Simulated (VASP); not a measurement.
Input:

```xyz
12
Lattice="-2.5636 2.5636 5.8019 2.5636 -2.5636 5.8019 2.5636 2.5636 -5.8019" Properties=species:S:1:pos:R:3 pbc="T T T"
V      0.0000     0.0000     5.8019
V      2.5636     0.0000     2.9009
Bi     0.0000     0.0000     0.0000
Bi     0.0000     2.5636     2.9009
O      3.2867     1.2817    -0.9182
O      3.8455     0.7231     1.9827
O     -0.7231     1.2819     4.8837
O      1.2817    -0.7231     1.9827
O      1.8405     1.2819     3.8191
O      1.2817     1.8405     0.9182
O      3.2867    -1.2819     3.8191
O      1.2819     0.7231     6.7201
```

The numbers are results of revPBE GGA, VASP's PBE PAW potentials (set 64) (plane waves; VASP), not measurements. Settings: 400 eV cut-off, 6×6×6 Γ-centred mesh shifted by (0.5, 0.5, 0.5), Gaussian smearing of 0.010 eV, potentials V_sv Bi_d O.

At this cut-off the stress carries a Pulay error, which pulls relaxed volumes low.

Q: Predict the energy per atom (σ→0), pressure.

A: 
```
Property                       Result
---------------------  --------------
energy per atom (σ→0)  -7.080 eV/atom
pressure                    17.3 kbar
```

The absolute energy has meaning only against runs of the same code, potentials and settings.

The structure comes from a computed database's VBiO4 entry; how it stands against other phases isn't given here. The cell was not relaxed at this level. The run is not spin-polarised, so no magnetic state was tried.
